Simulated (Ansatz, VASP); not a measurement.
# Cross-check of Cu (Cu(100)) between VASP and Ansatz

Wanted: the spread between two codes on one cell, functional and k mesh. Of the first pair: The structure shown is the start of the Ansatz relaxation below; VASP solves that cell, so the two are compared at the walk's first step.

Main program and level: Ansatz 0.2.0; plane waves, with VASP 6.6.1 beside it; single point at PBE and single point at LDA.

### Step 1. Starting point

The cell holds 8 atoms: 8 Cu. Cell: a = 2.566 Å, b = 2.566 Å, c = 28.703 Å, α = 90.0°, β = 90.0°, γ = 90.0°. Vacuum lies along c.

### Step 2. Ansatz: relaxation, PBE

Ansatz runs on its default PAW (the set named soft_2) files.

The two programs are compared at the cell with which this relaxation starts, whose forces are those of its first step.

input.yaml

```yaml
crystal:
  lattice:
    - [2.5663668608, 0.0, 0.0]
    - [0.0, 2.5663668608, 0.0]
    - [0.0, 0.0, 28.702867872]
  atoms:
    - { symbol: Cu, position: [0.0, 0.0, 0.2787177935] }
    - { symbol: Cu, position: [0.5, 0.5, 0.3419412811] }
    - { symbol: Cu, position: [0.0, 0.0, 0.4051647687] }
    - { symbol: Cu, position: [0.5, 0.5, 0.4683882563] }
    - { symbol: Cu, position: [0.0, 0.0, 0.5316117437] }
    - { symbol: Cu, position: [0.5, 0.5, 0.5948352313] }
    - { symbol: Cu, position: [0.0, 0.0, 0.6580587189] }
    - { symbol: Cu, position: [0.5, 0.5, 0.7212822065] }
hamiltonian:
  xc: pbe
kpoints:
  mp_grid: { grid: [14, 14, 1] }
scf:
  occupations: { method: methfessel_paxton, width: 0.1 }
  convergence: { dr2_threshold: 1.0e-09 }
efield:
  axis: 3
  dipole_correction: true
relax:
  f_tol: 0.01
  max_steps: 40
  constraints: [{ sites: [3, 4] }]
output:
  write_potential: true
  write_density: true
  volumetric_format: npy
```

Launch:

```bash
> ansatz run input.yaml --threads 2 --pin off --max-ram 4096MiB --backend cpu --events-out ev --progress --plain --runs-dir out
```

Numbers of over 12 decimals in the logs are rounded to 6 here.

Output:

```text
Engine: ansatz 0.2.0, x86_64-unknown-linux-gnu
Pseudopotentials: kind: paw
Pseudopotential: Cu, paw, valence charge 19, recommended cutoff 420 eV (normal), Cu.paw.azcp
Functional definition: PBE
  parameter kappa = 0.804
  parameter beta = 0.066725
  exchange = pbe_x(kappa = kappa, mu = beta*pi^2/3)
  correlation = pbe_c(beta = beta)
Crystal: 8 atoms, lattice volume = 189.044 Å³
Basis set: ecut = 420 eV, 3723 PW (Γ), exchange–correlation on 36×36×384 points (8 copies of the dense FFT grid, shifted against one another)
Bands: 92, of which v1, the nominal top of the filled ones, is band 76 counted from 1 (75 counted from 0)
Symmetry: 8 space group operations
k-points: 36 of 196
Non-local potential: Cu, projectors of the file, l = 0: 3, l = 1: 2, l = 2: 3, l = 3: 1
PAW form: soft (Blöchl's): semilocal exchange-correlation on the pseudo side does not see the compensation charge
PAW one-centre angular grid: Cu, 590 points (default); XC on 64 Gauss nodes
Initial density: superposition of atomic densities (neutral atoms: chi_scale 0, normalization atom), corrected by the library's trained network
Initial wavefunctions: pseudopotential atomic-orbital guess
Functional: x = pbe(κ = 0.804, μ = 0.219515), c = pbe(β = 0.066725)
SCF iter   1: F=—  HF=-53000.155694 eV  |F-HF|=—  |Δ(HF+E_count)|=         —  Δρ=2.52e-3  dr2=5.30e-2  ethr=1.77e-3  p=0.000 e·Å  D=7.57e-13 V/Å  ΔV_dip=-0.00 eV  dr2_dipole=2.69e-9  V_vac-E_F(+/−)=4.45/4.45 eV  ⟨swp⟩=6.7  Hψ=13195  notcnv=0  defer=95
efield: sawtooth ramp at fractional position 0.9500 (placed from the atoms, in the widest stretch of the axis that holds none; the zero of the levels goes with the place), width 0.1000; the density the first Hamiltonian is built on has a dipole p = 0.000 e·Å; the dipole correction subtracts the counter field D = 7.57e-13 V/Å, which shifts the + side's vacuum level by -0.00 eV against the − side's; the planar-averaged density in the ramp window peaks in size at 8.4e-5 e/Å³
preconditioner: auto → LDOS  [metal: Δε(μ)=0.023 eV  Ē_g=8.863 eV  σ=0.100 eV  W_gap=0.20  n_scr=60 (ndim 8)  ℏωp=25.3 eV  f_vac=0.465  D(μ)=3.56/eV (n_scr^D=16)  β→1.0]
SCF iter   2: F=—  HF=-53000.158137 eV  |F-HF|=—  |Δ(HF+E_count)|=   2.44e-3  S|Δr|=    0.00e0  Δρ=2.42e-3  dr2=8.65e-3  ethr=3.49e-5  p=0.000 e·Å  D=1.98e-5 V/Å  ΔV_dip=-0.00 eV  dr2_dipole=3.56e-7  V_vac-E_F(+/−)=4.48/4.48 eV  ⟨swp⟩=2.7  Hψ=5967  notcnv=0  defer=206
SCF iter   3: F=—  HF=-53000.158159 eV  |F-HF|=—  |Δ(HF+E_count)|=   2.20e-5  S|Δr|=    0.00e0  Δρ=2.11e-3  dr2=7.34e-3  ethr=5.69e-6  p=0.000 e·Å  D=1.77e-5 V/Å  ΔV_dip=-0.00 eV  dr2_dipole=2.72e-6  V_vac-E_F(+/−)=4.50/4.50 eV  ⟨swp⟩=2.0  Hψ=5605  notcnv=0  defer=206
SCF iter   4: F=—  HF=-53000.157330 eV  |F-HF|=—  |Δ(HF+E_count)|=   8.30e-4  S|Δr|=    0.00e0  Δρ=5.87e-4  dr2=4.55e-4  ethr=4.83e-6  p=-0.000 e·Å  D=-2.78e-5 V/Å  ΔV_dip=0.00 eV  dr2_dipole=4.99e-6  V_vac-E_F(+/−)=4.50/4.50 eV  ⟨swp⟩=2.0  Hψ=4339  notcnv=0  defer=206
SCF iter   5: F=—  HF=-53000.157286 eV  |F-HF|=—  |Δ(HF+E_count)|=   4.32e-5  S|Δr|=    0.00e0  Δρ=2.47e-4  dr2=1.01e-4  ethr=2.99e-7  p=0.000 e·Å  D=1.49e-5 V/Å  ΔV_dip=-0.00 eV  dr2_dipole=3.74e-7  V_vac-E_F(+/−)=4.51/4.51 eV  ⟨swp⟩=2.9  Hψ=5612  notcnv=0  defer=206
SCF iter   6: F=—  HF=-53000.157322 eV  |F-HF|=—  |Δ(HF+E_count)|=   3.55e-5  S|Δr|=    0.00e0  Δρ=9.44e-5  dr2=1.55e-5  ethr=6.65e-8  p=-0.000 e·Å  D=-1.14e-5 V/Å  ΔV_dip=0.00 eV  dr2_dipole=3.07e-7  V_vac-E_F(+/−)=4.51/4.51 eV  ⟨swp⟩=2.1  Hψ=4527  notcnv=0  defer=206
SCF iter   7: F=—  HF=-53000.157339 eV  |F-HF|=—  |Δ(HF+E_count)|=   1.75e-5  S|Δr|=    0.00e0  Δρ=3.46e-5  dr2=2.84e-6  ethr=1.02e-8  p=0.000 e·Å  D=1.58e-6 V/Å  ΔV_dip=-0.00 eV  dr2_dipole=3.91e-11  V_vac-E_F(+/−)=4.51/4.51 eV  ⟨swp⟩=2.1  Hψ=4489  notcnv=0  defer=206
SCF iter   8: F=—  HF=-53000.157320 eV  |F-HF|=—  |Δ(HF+E_count)|=   1.97e-5  S|Δr|=    0.00e0  Δρ=2.82e-5  dr2=1.53e-6  ethr=1.87e-9  p=-0.000 e·Å  D=-3.45e-6 V/Å  ΔV_dip=0.00 eV  dr2_dipole=3.05e-8  V_vac-E_F(+/−)=4.52/4.52 eV  ⟨swp⟩=2.0  Hψ=4475  notcnv=0  defer=202
SCF iter   9: F=—  HF=-53000.157320 eV  |F-HF|=—  |Δ(HF+E_count)|=   2.99e-7  S|Δr|=    0.00e0  Δρ=1.33e-5  dr2=3.17e-7  ethr=1.01e-9  p=0.000 e·Å  D=6.10e-7 V/Å  ΔV_dip=-0.00 eV  dr2_dipole=1.79e-9  V_vac-E_F(+/−)=4.52/4.52 eV  ⟨swp⟩=2.0  Hψ=4409  notcnv=0  defer=202
SCF iter  10: F=—  HF=-53000.157320 eV  |F-HF|=—  |Δ(HF+E_count)|=   2.39e-7  S|Δr|=    0.00e0  Δρ=4.06e-6  dr2=1.99e-8  ethr=2.09e-10  p=-0.000 e·Å  D=-3.17e-7 V/Å  ΔV_dip=0.00 eV  dr2_dipole=5.97e-10  V_vac-E_F(+/−)=4.52/4.52 eV  ⟨swp⟩=2.1  Hψ=4596  notcnv=0  defer=202
SCF iter  11: F=—  HF=-53000.157320 eV  |F-HF|=—  |Δ(HF+E_count)|=   1.69e-7  S|Δr|=    0.00e0  Δρ=2.02e-6  dr2=6.13e-9  ethr=1.31e-11  p=-0.000 e·Å  D=-1.79e-7 V/Å  ΔV_dip=0.00 eV  dr2_dipole=1.04e-10  V_vac-E_F(+/−)=4.52/4.52 eV  ⟨swp⟩=2.2  Hψ=4655  notcnv=0  defer=202
[...]
SCF 4 converged in 9 iterations: F = -53000.171987 eV  dr2 = 4.79e-10
relax step   4: F+E_penalty+E_count = -53000.17198683 eV  Δ(F+E_penalty+E_count) = -2.834e-5 eV  max|allowed force component| = 9.823e-4 eV/Å  Δτ_max = 0.0034 Å  (9 SCF iters, accepted)
NSCF: frozen V_eff on 36 k-points
the band table was solved once a step of the walk had ended and its energy, with any forces and stress, was formed, with the checks that follow a solve (16721 applications of the Hamiltonian). They found nothing against the state; the energy, forces and stress were not computed again (output.eigenvalues in the input reference)
WARN: The output density's exchange-correlation potential varies sharply where the density is thin. Do not read a vacuum level from v_tot or v_xc, or from such a field of the output density. On a cell that repeats whose density bears no net charge and no dipole along the vacuum's axis use v_es (v_loc + v_h of the components); under efield.dipole_correction with no amplitude use v_es + v_field, which holds any externa [...]
SCF converged after 9 iterations
Stability not checked: this state was not tested for a lower state beside it, because cold or Methfessel-Paxton smearing, or corrected tetrahedra, fill the levels in a way that the test cannot read (fill_not_monotonic; see scf.lower_state_search)
Free energy (F): -53000.171987 eV
Harris-Foulkes:  -53000.171987 eV  (|F-HF|=1.70e-9)
Internal energy: -53000.172219 eV  (E = F + TS)
E sigma→0 (E₀):  -53000.172045 eV
Entropy (-TS):   0.000232 eV (0.029 meV/atom)
Fermi energy:    6.160062 eV
Dipole field:    D = -0.000006 V/Å  (p = -0.000006 e·Å, saw-weighted, corrected)
Work function:   Φ+ = 4.4937 eV   Φ− = 4.4935 eV
Levels:          The Fermi level and band energies are counted from a zero that moves with the ramp; work functions are not
--- Per-component energies (eV) ---
  E_band       = -4466.373618
  E_kinetic    = 2397.728611
  E_local      = -412854.922460  (includes V_loc(G=0)·N_el)
  E_nonlocal   = 3126.353412
  E_hartree    = 203706.453410
  E_xc         = -713.196317
  E_vxc        = -920.058949  (∫ρ·V_xc dr)
  E_paw        = -13310.369138  (= ΣΔE_a)
  E_vpaw       = -3628.388782  (= ΣTr[D̂ρ^β])
  E_aug_tail   = 0.002202  (compensation charges beyond the density's cutoff)
  E_efield     = 0.000000  (sawtooth field / dipole correction)
  E_vefield    = 0.000000  (∫n·V_field dr)
  E_ewald      = 164647.778062
  E_smearing   = 0.000232  (= −TS)
  E_closure    = -0.000000  (closes the sum)
  Σ components = -53000.171987   (vs F -53000.171987, Δ=0.00e0)
--- Forces (eV/Å), atoms counted from 1 ---
  atom   1  Cu     0.00000000    -0.00000000     0.00098231
  atom   2  Cu     0.00000000    -0.00000000     0.00001596
  atom   3  Cu     0.00000000     0.00000000     0.00031942
  atom   4  Cu     0.00000000    -0.00000000     0.02996509
  atom   5  Cu    -0.00000000     0.00000000    -0.02996347
  atom   6  Cu    -0.00000000    -0.00000000    -0.00031006
  atom   7  Cu    -0.00000000     0.00000000    -0.00002754
  atom   8  Cu    -0.00000000     0.00000000    -0.00097948
  max |Σ_I F_I| component: 2.23e-6 eV/Å
--- Band table (eV; the first three rows and the last of 36) ---
  k-point 0: bands = [... 72 lower, 4.6657, 4.6657, 4.7221, 4.7227, 4.7338, 4.7338, 5.4281, 6.7660, ... 12 higher]
  k-point 1: bands = [... 72 lower, 4.5776, 4.6675, 4.6713, 4.6916, 4.7190, 4.7496, 5.7168, 7.0061, ... 12 higher]
  k-point 2: bands = [... 72 lower, 4.5664, 4.6145, 4.6343, 4.7312, 4.7359, 5.1281, 6.2875, 7.5975, ... 12 higher]
  k-point 35: bands = [... 72 lower, 7.9580, 7.9580, 8.8229, 8.8229, 10.0230, 10.0230, 11.4623, 11.4623, ... 12 higher]
--- Relaxed structure (4 steps of the walk, 4 accepted, 0 SCFs on fresh bases) ---
  F+E_penalty+E_count = -53000.17198683 eV   max|allowed force component| = 9.823e-4 eV/Å
  atoms:
    - { symbol: Cu, position: [4.9574171569570255e-18, 0.0, 0.280999] }
    - { symbol: Cu, position: [0.5, 0.5, 0.342093] }
    - { symbol: Cu, position: [5.728145805212386e-19, 0.0, 0.405428] }
    - { symbol: Cu, position: [0.5, 0.5, 0.468388] }
    - { symbol: Cu, position: [0.0, 0.0, 0.531612] }
    - { symbol: Cu, position: [0.5, 0.5, 0.594572] }
    - { symbol: Cu, position: [-3.2854646380245316e-19, 0.0, 0.657908] }
    - { symbol: Cu, position: [0.5, 0.5, 0.719001] }
```

The column dr2 measures how far the density is from self-consistency, as an energy; F and HF (Harris–Foulkes) agree once it is small.

### Step 3. VASP: single point, PBE, start cell

The same cell, functional, mesh and smearing now go to VASP, with its own data sets.

Lines of VASP's logs that name or quote its potential files are left out, and so is its time.

INCAR

```
SYSTEM = Cu
PREC = Accurate
ENCUT = 520
EDIFF = 1E-06
NELM = 120
ISMEAR = 1
SIGMA = 0.1
LREAL = .FALSE.
ALGO = Normal
GGA = PE
NBANDS = 54
LASPH = .TRUE.
LORBIT = 11
LWAVE = .FALSE.
LCHARG = .FALSE.
ISIF = 2
LDIPOL = .TRUE.
IDIPOL = 3
DIPOL = 0.5 0.5 0.5
LVHAR = .TRUE.
GGA_COMPAT = .FALSE.
NELMDL = -8
KPAR = 2
```

POSCAR

```
Cu
1.0
    2.5663668608      0.0000000000      0.0000000000
    0.0000000000      2.5663668608      0.0000000000
    0.0000000000      0.0000000000     28.7028678720
Cu
8
Direct
    0.0000000000      0.0000000000      0.2787177912
    0.5000000000      0.5000000000      0.3419412820
    0.0000000000      0.0000000000      0.4051647727
    0.5000000000      0.5000000000      0.4683882460
    0.0000000000      0.0000000000      0.5316117541
    0.5000000000      0.5000000000      0.5948352274
    0.0000000000      0.0000000000      0.6580587180
    0.5000000000      0.5000000000      0.7212822088
```

KPOINTS

```
Automatic mesh
0
Gamma
14 14 1
0 0 0
```

Potentials, in the order of the species: Cu (PBE family, release 64).

Launch:

```bash
> mpirun -np 2 vasp_std
```

Output:

```text
[banner, memory and clock lines left out]
running    2 mpi-ranks, on    1 nodes
 distrk:  each k-point on    1 cores,    2 groups
 distr:  one band on    1 cores,    1 groups

 POSCAR found type information on POSCAR Cu
 POSCAR found :  1 types and       8 ions
 LDA part: xc-table for (Slater+PW92), standard interpolation
 POSCAR, INCAR and KPOINTS ok, starting setup
 FFT: planning ... GRIDC
 FFT: planning ... GRID_SOFT
 FFT: planning ... GRID
 WAVECAR not read
 entering main loop
       N       E                     dE             d eps       ncg     rms          rms(c)
DAV:   1     0.813095060584E+03    0.81310E+03   -0.39136E+04  3888   0.236E+03
DAV:   2     0.708960290209E+02   -0.74220E+03   -0.72125E+03  3888   0.458E+02
DAV:   3    -0.311937095510E+02   -0.10209E+03   -0.95606E+02  4068   0.219E+02
DAV:   4    -0.351863432539E+02   -0.39926E+01   -0.39592E+01  4330   0.591E+01
DAV:   5    -0.352752955261E+02   -0.88952E-01   -0.88915E-01  4432   0.734E+00
DAV:   6    -0.352792180867E+02   -0.39226E-02   -0.39220E-02  4810   0.125E+00
DAV:   7    -0.352794372862E+02   -0.21920E-03   -0.21919E-03  5132   0.262E-01
DAV:   8    -0.352794454966E+02   -0.82104E-05   -0.82099E-05  4696   0.415E-02    0.209E+01
DAV:   9    -0.315403167296E+02    0.37391E+01   -0.75823E+01  4224   0.128E+02    0.110E+01
DAV:  10    -0.286916670805E+02    0.28486E+01   -0.16057E+01  4594   0.815E+01    0.351E+00
DAV:  11    -0.286431409441E+02    0.48526E-01   -0.44113E+00  5080   0.520E+01    0.124E+00
DAV:  12    -0.286604787062E+02   -0.17338E-01   -0.84385E-01  5536   0.214E+01    0.182E+00
DAV:  13    -0.286479766851E+02    0.12502E-01   -0.36183E-01  4474   0.161E+01    0.124E+00
DAV:  14    -0.286241640539E+02    0.23813E-01   -0.13876E-01  4676   0.612E+00    0.176E-01
[...]
DAV:  22    -0.286236098480E+02   -0.57496E-04   -0.12237E-05  4366   0.902E-02    0.484E-03
DAV:  23    -0.286236237870E+02   -0.13939E-04   -0.55597E-06  4076   0.593E-02    0.344E-03
DAV:  24    -0.286236382726E+02   -0.14486E-04   -0.27851E-06  3142   0.285E-02    0.231E-03
DAV:  25    -0.286236458730E+02   -0.76004E-05   -0.13349E-06  2612   0.194E-02    0.116E-03
DAV:  26    -0.286236549561E+02   -0.90831E-05   -0.71753E-07  2488   0.148E-02    0.145E-03
DAV:  27    -0.286236577094E+02   -0.27533E-05   -0.25852E-07  2416   0.910E-03    0.427E-04
DAV:  28    -0.286236607575E+02   -0.30481E-05   -0.15341E-07  2372   0.613E-03    0.552E-04
DAV:  29    -0.286236613190E+02   -0.56146E-06   -0.54416E-08  2428   0.404E-03
   1 F= -.28623661E+02 E0= -.28623100E+02  d E =-.168466E-02
```

From OUTCAR (step 3):

```text
ion  position               nearest neighbor table
   1  0.000  0.000  0.279-   2 2.57   2 2.57   2 2.57   2 2.57
   2  0.500  0.500  0.342-   3 2.57   3 2.57   3 2.57   3 2.57   1 2.57   1 2.57   1 2.57   1 2.57

  LATTYP: Found a simple tetragonal cell.
 ALAT       =     2.5663668608
 C/A-ratio  =    11.1842419377

 Subroutine GETGRP returns: Found 16 space group operations
 (whereof  8 operations were pure point group operations)

The static configuration has the point symmetry C_4v.
 The point group associated with its full space group is D_4h.

 Found     36 irreducible k-points:

   k-points           NKPTS =     36   k-points in BZ     NKDIM =     36   number of bands    NBANDS=     54

   dimension x,y,z NGX =    20 NGY =   20 NGZ =  216
   dimension x,y,z NGXF=    40 NGYF=   40 NGZF=  432

   ENCUT  =  520.0 eV  38.22 Ry    6.18 a.u.   4.77  4.77 53.37*2*pi/ulx,y,z

   NELECT =      88.0000    total number of electrons

 k-points in reciprocal lattice and weights: Automatic mesh
   0.00000000  0.00000000  0.00000000       0.005
   0.07142857  0.00000000  0.00000000       0.020
   0.14285714  0.00000000  0.00000000       0.020
   0.21428571  0.00000000  0.00000000       0.020
   0.28571429  0.00000000  0.00000000       0.020
   0.35714286  0.00000000  0.00000000       0.020
   0.42857143  0.00000000  0.00000000       0.020
   0.50000000  0.00000000  0.00000000       0.010
   0.07142857  0.07142857  0.00000000       0.020
[...]
0.50000000  0.42857143  0.00000000       0.020
   0.50000000  0.50000000  0.00000000       0.005

 dipolmoment           0.000000      0.000000     -0.000000 electrons x Angstroem

 average (electrostatic) potential at core
       1 -69.2582       2 -69.6863       3 -69.6674       4 -69.6643       5 -69.6643
       6 -69.6674       7 -69.6863       8 -69.2582

 E-fermi :   1.5600

 k-point     1 :       0.0000    0.0000    0.0000
  band No.  band energies     occupation
    ...
     43       0.1159      2.00000
     44       0.1159      2.00000
     45       0.1277      2.00000
     46       0.1280      2.00000
     47       0.8192      2.00000
     48       2.1007     -0.00000
     49       2.8796     -0.00000
     50       5.8290      0.00000
     51       6.0291      0.00000
     52       7.0053      0.00000
    ...

 k-point     2 :       0.0714    0.0000    0.0000
  band No.  band energies     occupation
    ...
     43       0.0697      2.00000
     44       0.0877      2.00000
     45       0.1171      2.00000
     46       0.1381      2.00000
     47       1.1001      2.00000
     48       2.3425     -0.00000
     49       3.1562     -0.00000
     50       5.9484      0.00000
     51       6.1438      0.00000
     52       7.1229      0.00000
    ...

 k-point     3 :       0.1429    0.0000    0.0000
  band No.  band energies     occupation
    ...
     42       0.0116      2.00000
     43       0.0216      2.00000
     44       0.1164      2.00000
     45       0.1206      2.00000
     46       0.5235      2.00000
     47       1.6628     -0.05562
     48       2.9366     -0.00000
     49       3.8515      0.00000
     50       6.3068      0.00000
     51       6.4859      0.00000
    ...

  Total       -1.1375562     -1.1375562     -0.7530470      0.0000000      0.0000000     -0.0000000
  in kB       -9.6409687     -9.6409687     -6.3821925      0.0000000      0.0000000     -0.0000000
  external PRESSURE =      -8.5547099 kB  Pullay stress =       0.0000000 kB

  energy-cutoff  :      520.00
  volume of cell :      189.04
      direct lattice vectors                 reciprocal lattice vectors
     2.566366861  0.000000000  0.000000000     0.389655904  0.000000000  0.000000000
     0.000000000  2.566366861  0.000000000     0.000000000  0.389655904  0.000000000
     0.000000000  0.000000000 28.702867872     0.000000000  0.000000000  0.034839724

 POSITION                                       TOTAL-FORCE (eV/Angst)
 -----------------------------------------------------------------------------------
      0.00000      0.00000      8.00000         0.000000      0.000000      0.200089
      1.28318      1.28318      9.81470        -0.000000      0.000000     -0.218212
      0.00000      0.00000     11.62939         0.000000      0.000000      0.023852
      1.28318      1.28318     13.44409         0.000000      0.000000      0.004589
      0.00000      0.00000     15.25878        -0.000000      0.000000     -0.004589
      1.28318      1.28318     17.07348        -0.000000      0.000000     -0.023852
      0.00000      0.00000     18.88817        -0.000000      0.000000      0.218212
      1.28318      1.28318     20.70287        -0.000000      0.000000     -0.200089
 -----------------------------------------------------------------------------------
    total drift:                               -0.000000     -0.000000     -0.000005

  FREE ENERGIE OF THE ION-ELECTRON SYSTEM (eV)
  ---------------------------------------------------
  free  energy   TOTEN  =       -28.6236613190 eV

  energy  without entropy=      -28.6219766547  energy(sigma->0) =      -28.62309976

 vacuum level on the upper side and lower side of the slab         6.058         6.058

 total charge
# of ion       s       p       d       tot
------------------------------------------
    1        0.438   0.251   9.210   9.899
    2        0.439   0.370   9.173   9.981
    3        0.442   0.376   9.171   9.989
    4        0.444   0.374   9.171   9.989
    5        0.444   0.374   9.171   9.989
    6        0.442   0.376   9.171   9.989
    7        0.439   0.370   9.173   9.981
    8        0.438   0.251   9.210   9.899
--------------------------------------------------
tot          3.525   2.740  73.451  79.716

[... 3 further parts left out ...]
```

### Step 4. Comparison

Known differences besides the potentials themselves: the data sets hold 152 valence electrons in Ansatz (on its default PAW (the set named soft_2) files) and 88 in VASP; the cutoff is 420 eV in Ansatz and 520 eV in VASP. Total energies have different zeros and are not compared.

Forces (eV/Å; atoms numbered as in POSCAR):

```csv
atom,"Ansatz x, y, z","VASP x, y, z"
Cu1,"0.000, 0.000, 0.228","0.000, 0.000, 0.200"
Cu2,"0.000, 0.000, -0.222","0.000, 0.000, -0.218"
Cu3,"0.000, 0.000, 0.024","0.000, 0.000, 0.024"
Cu4,"0.000, 0.000, 0.006","0.000, 0.000, 0.005"
Cu5,"0.000, 0.000, -0.006","0.000, 0.000, -0.005"
Cu6,"0.000, 0.000, -0.024","0.000, 0.000, -0.024"
Cu7,"0.000, 0.000, 0.222","0.000, 0.000, 0.218"
Cu8,"0.000, 0.000, -0.228","0.000, 0.000, -0.200"
```

The forces differ by 8.0 meV/Å r.m.s., which is 9.4 % of the r.m.s. force of 0.086 eV/Å (both taken over all components). With vacuum in the cell, a pressure given here is an average over mostly empty space and none of the material.

(Part 1 of 2 ends here.)

[Lines on the potential files, build, host, timing and source positions are cut from VASP's logs without a mark.]

[Logs are printed without paths, hosts, clocks, repeated set-up lines and the standing remarks that a program may print on its own settings, such as how far it seeks lower states.]

[Hosts, paths, dates, database ids (printed as entryN), source tags and the programs' standing remarks are cut or masked in the printed files.]
